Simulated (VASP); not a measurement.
ZnS (zinc blende), at 1.04 of the tabulated volume:

```yaml
crystal:
  lattice:
    - [0.00000, 2.74060, 2.74060]
    - [2.74060, 0.00000, 2.74060]
    - [2.74060, 2.74060, 0.00000]
  atoms:
    - { symbol: Zn, position: [0.00000, 0.00000, 0.00000] }
    - { symbol: S, position: [0.25000, 0.25000, 0.25000] }
```

The lowest empty band near Γ, direction [100], from mBJ (TB09) with spin-orbit coupling in VASP (PAW); its two spin partners are averaged. The gap over the points computed is 3.52 eV, and the next band on that side lies 3.98 eV away at the edge.

Settings: 400 eV cut-off, 9×9×9 Γ-centred mesh, Gaussian smearing of 0.050 eV, potentials Zn S.

```csv
distance from the edge in k (1/Å),distance in energy (meV)
0.018,4.4
0.025,8.7
0.035,17.4
0.050,35.6
0.070,69.4
```

Task: Fit E(1 + αE) = ħ²k²/2m* (ħ²/2m0 = 3.810 eV Å²) and predict the row at 0.095 1/Å.

Result: The rows don't resolve α, so a parabola serves: the electron mass is m* = 0.269 m0, and so 127.9 meV. The run gave 126.1 meV, -1.8 meV from the fit.

Left out are points under 3 meV from the edge, since the levels carry 0.1 meV, and points farther than half the way to the next band.

The compound is ZnS in the zinc blende structure. The cell was not relaxed at this level.
